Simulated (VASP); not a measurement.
Output of a VASP run:

OUTCAR:
```
 ion  position               nearest neighbor table
   1  0.000  0.000  0.000-
  LATTYP: Found a face centered cubic cell.
 ALAT       =     3.7917736980
 Subroutine PRICEL returns:
 Original cell was already a primitive cell.
 Subroutine GETGRP returns: Found 48 space group operations
The static configuration has the point symmetry O_h .
The dynamic configuration has the point symmetry O_h .
 Subroutine INISYM returns: Found 48 space group operations
 Subroutine IBZKPT returns following result:
 Found    145 irreducible k-points:

 Following reciprocal coordinates:
            Coordinates               Weight
  0.000000  0.000000  0.000000      1.000000
  0.062500  0.000000  0.000000      8.000000
  0.125000  0.000000  0.000000      8.000000
  0.187500  0.000000  0.000000      8.000000
  0.250000  0.000000  0.000000      8.000000
  0.312500  0.000000  0.000000      8.000000
  0.375000  0.000000  0.000000      8.000000
  0.437500  0.000000  0.000000      8.000000
  0.500000  0.000000  0.000000      4.000000
  0.062500  0.062500  0.000000      6.000000
  0.125000  0.062500  0.000000     24.000000
  0.187500  0.062500  0.000000     24.000000
  0.250000  0.062500  0.000000     24.000000
  0.312500  0.062500  0.000000     24.000000
  0.375000  0.062500  0.000000     24.000000
  0.437500  0.062500  0.000000     24.000000
  0.500000  0.062500  0.000000     24.000000
 -0.437500  0.062500  0.000000     24.000000
 -0.375000  0.062500  0.000000     24.000000
 -0.312500  0.062500  0.000000     24.000000
 -0.250000  0.062500  0.000000     24.000000
 -0.187500  0.062500  0.000000     24.000000
 -0.125000  0.062500  0.000000     24.000000
 -0.062500  0.062500  0.000000     12.000000
  0.125000  0.125000  0.000000      6.000000
  0.187500  0.125000  0.000000     24.000000
  0.250000  0.125000  0.000000     24.000000
  0.312500  0.125000  0.000000     24.000000
  0.375000  0.125000  0.000000     24.000000
  0.437500  0.125000  0.000000     24.000000
  0.500000  0.125000  0.000000     24.000000
 -0.437500  0.125000  0.000000     24.000000
 -0.375000  0.125000  0.000000     24.000000
 -0.312500  0.125000  0.000000     24.000000
 -0.250000  0.125000  0.000000     24.000000
 -0.187500  0.125000  0.000000     24.000000
 -0.125000  0.125000  0.000000     12.000000
  0.187500  0.187500  0.000000      6.000000
  0.250000  0.187500  0.000000     24.000000
  0.312500  0.187500  0.000000     24.000000
   k-points           NKPTS =    145   k-points in BZ     NKDIM =    145   number of bands    NBANDS=      5
   number of dos      NEDOS =    301   number of ions     NIONS =      1
   total plane-waves  NPLWV =   8000
   dimension x,y,z NGX =    20 NGY =   20 NGZ =   20
   dimension x,y,z NGXF=    40 NGYF=   40 NGZF=   40
   ions per type =               1
   PREC   = accura    normal or accurate (medium, high low for compatibility)
   ISTART =      0    job   : 0-new  1-cont  2-samecut
   ICHARG =      2    charge: 1-file 2-atom 10-const
   ISPIN  =      1    spin polarized calculation?
   LNONCOLLINEAR =      F non collinear calculations
   LSORBIT =      F    spin-orbit coupling
   INIWAV =      1    electr: 0-lowe 1-rand  2-diag
   ENCUT  =  500.0 eV  36.75 Ry    6.06 a.u.   4.89  4.89  4.89*2*pi/ulx,y,z
   NELM   =    100;   NELMIN=  2; NELMDL= -5     # of ELM steps
   EDIFF  = 0.1E-05   stopping-criterion for ELM
   LREAL  =      F    real-space projection
   NLSPLINE    = F    spline interpolate recip. space projectors
   LMAXMIX     =    2 max onsite mixed and CHGCAR
   VOSKOWN=      0    Vosko Wilk Nusair interpolation
   EDIFFG = -.2E-01   stopping-criterion for IOM
   NSW    =     40    number of steps for IOM
   NBLOCK =      1;   KBLOCK =     40    inner block; outer block
   IBRION =      2    ionic relax: 0-MD 1-quasi-New 2-CG
   NFREE  =      1    steps in history (QN), initial steepest desc. (CG)
...
```

OSZICAR:
```
       N       E                     dE             d eps       ncg     rms          rms(c)
DAV:   1    -0.430148829599E+01   -0.43015E+01   -0.85985E+02  1565   0.321E+02
DAV:   2    -0.675727438163E+01   -0.24558E+01   -0.22385E+01  1905   0.353E+01
DAV:   3    -0.677253707811E+01   -0.15263E-01   -0.15259E-01  1975   0.338E+00
DAV:   4    -0.677257982471E+01   -0.42747E-04   -0.42746E-04  1850   0.170E-01
DAV:   5    -0.677258013661E+01   -0.31190E-06   -0.31175E-06  1940   0.127E-02    0.355E+00
DAV:   6    -0.661733845943E+01    0.15524E+00   -0.10652E-01  1815   0.258E+00    0.220E+00
DAV:   7    -0.688254138710E+01   -0.26520E+00   -0.81688E-02  1705   0.228E+00    0.557E-01
DAV:   8    -0.660126538985E+01    0.28128E+00   -0.86000E-02  1680   0.235E+00    0.233E-01
DAV:   9    -0.662225577543E+01   -0.20990E-01   -0.16232E-02  1510   0.869E-01    0.824E-02
DAV:  10    -0.662242578816E+01   -0.17001E-03   -0.38194E-04  2110   0.184E-01    0.138E-01
DAV:  11    -0.662364903092E+01   -0.12232E-02   -0.40576E-04  1730   0.172E-01    0.142E-01
DAV:  12    -0.662356891155E+01    0.80119E-04   -0.43786E-06  1790   0.210E-02    0.121E-01
DAV:  13    -0.662289935285E+01    0.66956E-03   -0.19262E-04  1470   0.111E-01    0.218E-01
DAV:  14    -0.662259781005E+01    0.30154E-03   -0.10395E-04  1740   0.954E-02    0.185E-01
DAV:  15    -0.662239247665E+01    0.20533E-03   -0.67967E-05  1765   0.708E-02    0.811E-02
DAV:  16    -0.662239493825E+01   -0.24616E-05   -0.67990E-06  1690   0.348E-02    0.646E-02
DAV:  17    -0.662239965381E+01   -0.47156E-05   -0.45225E-07   900   0.973E-03    0.521E-02
DAV:  18    -0.662240522055E+01   -0.55667E-05   -0.22504E-07   760   0.587E-03    0.169E-02
DAV:  19    -0.662240529142E+01   -0.70869E-07   -0.10282E-07   770   0.361E-03
   1 F= -.49210828E+01 E0= -.49210639E+01  d E =-.492108E+01
```

### OUTCAR
```
------------------------ aborting loop because EDIFF is reached ----------------------------------------
  FORCE on cell =-STRESS in cart. coord.  units (eV):
  Direction    XX          YY          ZZ          XY          YZ          ZX
  --------------------------------------------------------------------------------------
  Total        1.6829517      1.6829517      1.6829517     -0.0000000      0.0000000      0.0000000
  in kB      197.8404053    197.8404053    197.8404053     -0.0000000      0.0000000      0.0000000
  external PRESSURE =      -2.1595947 kB  Pullay stress =     200.0000000 kB
  volume of cell :       13.63
      direct lattice vectors                 reciprocal lattice vectors
     0.000000000  1.895886849  1.895886849    -0.263728819  0.263728819  0.263728819
     1.895886849  0.000000000  1.895886849     0.263728819 -0.263728819  0.263728819
     1.895886849  1.895886849  0.000000000     0.263728819  0.263728819 -0.263728819
 POSITION                                       TOTAL-FORCE (eV/Angst)
 -----------------------------------------------------------------------------------
      0.00000      0.00000      0.00000        -0.000000     -0.000000     -0.000000
 -----------------------------------------------------------------------------------
    total drift:                                0.000000     -0.000000     -0.000000
  FREE ENERGIE OF THE ION-ELECTRON SYSTEM (eV)
  ---------------------------------------------------
  free  energy   TOTEN  =        -6.6224052914 eV

  energy  without entropy=       -6.6223487679  energy(sigma->0) =       -6.62238645
  enthalpy is  TOTEN    =        -4.9210827698 eV   P V=        1.7013225216

 reached required accuracy - stopping structural energy minimisation
```
(Selected blocks of OUTCAR.)

File POSCAR:
```
Al
1
    0.0000000000     1.8958868490     1.8958868490
    1.8958868490    -0.0000000000     1.8958868490
    1.8958868490     1.8958868490    -0.0000000000
Al
1
Direct
  0.0000000000   0.0000000000   0.0000000000
```

Question: Reconstruct the remaining input files.

Answer: One answer among several that fit: the input of the run itself, r2SCAN meta-GGA, plane waves, VASP's PBE PAW potentials (set 64).

KPOINTS:
```
Automatic mesh
0
Gamma
16 16 16
0 0 0
```

INCAR:
```
SYSTEM = Al
PREC = Accurate; ENCUT = 500; LREAL = .FALSE.
LASPH = .TRUE.
EDIFF = 1E-6; NELM = 100; ALGO = Normal
LMIXTAU = .TRUE.
ISMEAR = 1; SIGMA = 0.1
METAGGA = R2SCAN
IBRION = 2; NSW = 40; ISIF = 3
EDIFFG = -0.02; PSTRESS = 200
LWAVE = .FALSE.; LCHARG = .FALSE.
```

POTCAR, in this order: Al (PBE.64 set). Program: vasp_std.

The compound is Al in the fcc structure. It was relaxed first under an external pressure of 20 GPa.
